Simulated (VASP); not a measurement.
Output of a VASP run:

File OUTCAR:
```
 ion  position               nearest neighbor table
   1  0.000  0.000  0.000-   2 2.35   2 2.35   2 2.35   2 2.35
   2  0.250  0.250  0.250-   1 2.35   1 2.35   1 2.35   1 2.35
  LATTYP: Found a face centered cubic cell.
 ALAT       =     5.4274512534
 Subroutine PRICEL returns:
 Original cell was already a primitive cell.
 Subroutine GETGRP returns: Found 24 space group operations
The static configuration has the point symmetry T_d .
The dynamic configuration has the point symmetry T_d .
 Subroutine INISYM returns: Found 24 space group operations
 Subroutine IBZKPT returns following result:
 Found     35 irreducible k-points:

 Following reciprocal coordinates:
            Coordinates               Weight
  0.000000  0.000000  0.000000      1.000000
  0.111111  0.000000  0.000000      8.000000
  0.222222  0.000000  0.000000      8.000000
  0.333333  0.000000  0.000000      8.000000
  0.444444  0.000000  0.000000      8.000000
  0.111111  0.111111  0.000000      6.000000
  0.222222  0.111111  0.000000     24.000000
  0.333333  0.111111  0.000000     24.000000
  0.444444  0.111111  0.000000     24.000000
 -0.444444  0.111111  0.000000     24.000000
 -0.333333  0.111111  0.000000     24.000000
 -0.222222  0.111111  0.000000     24.000000
 -0.111111  0.111111  0.000000     12.000000
  0.222222  0.222222  0.000000      6.000000
  0.333333  0.222222  0.000000     24.000000
  0.444444  0.222222  0.000000     24.000000
 -0.444444  0.222222  0.000000     24.000000
 -0.333333  0.222222  0.000000     24.000000
 -0.222222  0.222222  0.000000     12.000000
  0.333333  0.333333  0.000000      6.000000
  0.444444  0.333333  0.000000     24.000000
 -0.444444  0.333333  0.000000     24.000000
 -0.333333  0.333333  0.000000     12.000000
  0.444444  0.444444  0.000000      6.000000
 -0.444444  0.444444  0.000000     12.000000
  0.333333  0.222222  0.111111     24.000000
  0.444444  0.222222  0.111111     48.000000
 -0.444444  0.222222  0.111111     48.000000
  0.444444  0.333333  0.111111     24.000000
 -0.444444  0.333333  0.111111     48.000000
 -0.333333  0.333333  0.111111     48.000000
 -0.222222  0.333333  0.111111     24.000000
 -0.444444  0.444444  0.111111     24.000000
 -0.333333  0.444444  0.111111     24.000000
 -0.333333  0.444444  0.222222     24.000000
   k-points           NKPTS =     35   k-points in BZ     NKDIM =     35   number of bands    NBANDS=     13
   number of dos      NEDOS =    301   number of ions     NIONS =      2
   total plane-waves  NPLWV =  27000
   dimension x,y,z NGX =    30 NGY =   30 NGZ =   30
   dimension x,y,z NGXF=    60 NGYF=   60 NGZF=   60
   ions per type =               1   1
   PREC   = accura    normal or accurate (medium, high low for compatibility)
   ISTART =      0    job   : 0-new  1-cont  2-samecut
   ICHARG =      2    charge: 1-file 2-atom 10-const
   ISPIN  =      1    spin polarized calculation?
   LNONCOLLINEAR =      F non collinear calculations
   LSORBIT =      F    spin-orbit coupling
   INIWAV =      1    electr: 0-lowe 1-rand  2-diag
   ENCUT  =  520.0 eV  38.22 Ry    6.18 a.u.   7.14  7.14  7.14*2*pi/ulx,y,z
   NELM   =    100;   NELMIN=  2; NELMDL= -5     # of ELM steps
   EDIFF  = 0.1E-06   stopping-criterion for ELM
   LREAL  =      F    real-space projection
   NLSPLINE    = F    spline interpolate recip. space projectors
   LMAXMIX     =    4 max onsite mixed and CHGCAR
   VOSKOWN=      0    Vosko Wilk Nusair interpolation
   EDIFFG = 0.1E-05   stopping-criterion for IOM
   NSW    =      0    number of steps for IOM
   NBLOCK =      1;   KBLOCK =      1    inner block; outer block
   IBRION =     -1    ionic relax: 0-MD 1-quasi-New 2-CG
   NFREE  =      0    steps in history (QN), initial steepest desc. (CG)
   ISIF   =      2    stress and relaxation
   ISYM   =      2    0-nonsym 1-usesym 2-fastsym
   TEIN   =    0.0    initial temperature
   TEBEG  =    0.0;   TEEND  =   0.0 temperature during run
...
```

### OSZICAR
```
       N       E                     dE             d eps       ncg     rms          rms(c)
DAV:   1     0.880626302363E+02    0.88063E+02   -0.92191E+03   910   0.168E+03
DAV:   2    -0.135527426813E+01   -0.89418E+02   -0.84996E+02   960   0.284E+02
DAV:   3    -0.745288539410E+01   -0.60976E+01   -0.60686E+01  1140   0.750E+01
DAV:   4    -0.752815125093E+01   -0.75266E-01   -0.75241E-01  1010   0.883E+00
DAV:   5    -0.752928303284E+01   -0.11318E-02   -0.11318E-02  1135   0.107E+00    0.680E+00
DAV:   6    -0.714982455763E+01    0.37946E+00   -0.95186E-01  1290   0.376E+01    0.526E+00
DAV:   7    -0.713458294682E+01    0.15242E-01   -0.31514E-01   950   0.568E+00    0.249E+00
DAV:   8    -0.713320309942E+01    0.13798E-02   -0.57496E-03  1055   0.721E-01    0.662E-01
DAV:   9    -0.713349807729E+01   -0.29498E-03   -0.11349E-03  1033   0.332E-01    0.121E-01
DAV:  10    -0.713371203799E+01   -0.21396E-03   -0.28244E-04   965   0.174E-01    0.698E-02
DAV:  11    -0.713372219265E+01   -0.10155E-04   -0.43275E-05  1125   0.121E-01    0.113E-02
DAV:  12    -0.713372490622E+01   -0.27136E-05   -0.81405E-06  1051   0.522E-02    0.769E-03
DAV:  13    -0.713372460216E+01    0.30406E-06   -0.17868E-06  1183   0.329E-02    0.182E-03
DAV:  14    -0.713372458922E+01    0.12939E-07   -0.31295E-07   996   0.605E-03
   1 F= -.71337246E+01 E0= -.71337246E+01  d E =-.217563E-17
```

File OUTCAR:
```
------------------------ aborting loop because EDIFF is reached ----------------------------------------
  FORCE on cell =-STRESS in cart. coord.  units (eV):
  Direction    XX          YY          ZZ          XY          YZ          ZX
  --------------------------------------------------------------------------------------
  Total       -0.5198654     -0.5198654     -0.5198654      0.0000000      0.0000000      0.0000000
  in kB      -20.8388471    -20.8388471    -20.8388471      0.0000000      0.0000000      0.0000000
  external PRESSURE =     -20.8388471 kB  Pullay stress =       0.0000000 kB
  volume of cell :       39.97
      direct lattice vectors                 reciprocal lattice vectors
     0.000000000  2.713725627  2.713725627    -0.184248546  0.184248546  0.184248546
     2.713725627  0.000000000  2.713725627     0.184248546 -0.184248546  0.184248546
     2.713725627  2.713725627  0.000000000     0.184248546  0.184248546 -0.184248546
  FREE ENERGIE OF THE ION-ELECTRON SYSTEM (eV)
  ---------------------------------------------------
  free  energy   TOTEN  =        -7.1337245892 eV

  energy  without entropy=       -7.1337245892  energy(sigma->0) =       -7.13372459
```
(Selected blocks of OUTCAR.)

POSCAR:
```
ZnS
1
    0.0000000000     2.7137256267     2.7137256267
    2.7137256267     0.0000000000     2.7137256267
    2.7137256267     2.7137256267     0.0000000000
Zn S
1 1
Direct
  0.0000000000   0.0000000000   0.0000000000
  0.2500000000   0.2500000000   0.2500000000
```

**Question.** Write an INCAR and KPOINTS that could have produced this output.

**Answer.** Several could match; the one computed here: the input of the run itself, AM05 GGA, plane waves, VASP's PBE PAW potentials (set 64).

**KPOINTS**
```
Automatic mesh
0
Gamma
9 9 9
0 0 0
```

### INCAR
```
LREAL  =  .False.   # projection in real space or not
ENCUT  =  520   # plane-wave cut-off (eV)
LMAXMIX  =  4   # l cut-off of mixed one-centre charges
ISIF  =  2   # forces and stress, cell fixed
EDIFF  =  1E-7
ALGO  =  Normal
ISMEAR  =  0
SIGMA  =  0.05   # width (eV)
PREC  =  Accurate
SYSTEM  =  ZnS
GGA  =  AM   # AM05
NELM  =  100   # most electronic steps
LASPH  =  .True.
LCHARG  =  .False.
LWAVE  =  .False.
```

POTCAR, in this order: Zn S (PBE.64 set). Program: vasp_std.

The compound is ZnS in the zinc blende structure. This cell is one point of a volume scan, at 1.03 of the reference volume.
